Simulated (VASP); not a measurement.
VASP input:

### POSCAR
```
HfN
1
    0.0000000000     2.3563092149     2.3563092149
    2.3563092149     0.0000000000     2.3563092149
    2.3563092149     2.3563092149     0.0000000000
Hf N
1 1
Direct
  0.0000000000   0.0000000000   0.0000000000
  0.5000000000   0.5000000000   0.5000000000
```

**INCAR**
```
AGGAC = 0.0
ALGO = Normal
EDIFF = 1E-7
ENCUT = 520
GGA = ML
ISIF = 2
ISMEAR = 1
LASPH = .TRUE.
LCHARG = .FALSE.
LMAXMIX = 6
LREAL = .FALSE.
LUSE_VDW = .TRUE.
LWAVE = .FALSE.
NELM = 100
PREC = Accurate
SIGMA = 0.1
SYSTEM = HfN
ZAB_VDW = -1.8867
```

File KPOINTS:
```
Automatic mesh
0
Gamma
14 14 14
0 0 0
```

POTCAR, in this order: Hf_pv N (PBE.64 set). Program: vasp_std.

Task: Write an equivalent input for Quantum ESPRESSO's pw.x.

Result: One equivalent input (not run):
```
&CONTROL
  calculation = 'scf'
  pseudo_dir = './pseudo'
  outdir = './out'
  tprnfor = .true.
  tstress = .true.
/
&SYSTEM
  ibrav = 0
  nat = 2
  ntyp = 2
  ecutwfc = 84
  occupations = 'smearing'
  smearing = 'methfessel-paxton'
  degauss = 0.00735
  input_dft = 'vdw-df2'
/
&ELECTRONS
  conv_thr = 7.3e-09
  electron_maxstep = 100
/
ATOMIC_SPECIES
  Hf 178.490 Hf.upf
  N 14.007 N.upf
CELL_PARAMETERS angstrom
     0.0000000    2.3563092    2.3563092
     2.3563092    0.0000000    2.3563092
     2.3563092    2.3563092    0.0000000
ATOMIC_POSITIONS crystal
  Hf   0.0000000  0.0000000  0.0000000
  N    0.5000000  0.5000000  0.5000000
K_POINTS automatic
  14 14 14 0 0 0
```
What does not carry over: the potentials are each code's own (VASP's PAW set, PseudoDojo norm-conserving files in pw.x), so ENCUT and ecutwfc are chosen apart and not converted; conv_thr bounds pw.x's estimated SCF error, while EDIFF bounds the energy change between steps.

The compound is HfN in the rock salt structure. This cell is one point of a volume scan, at 1.06 of the reference volume.
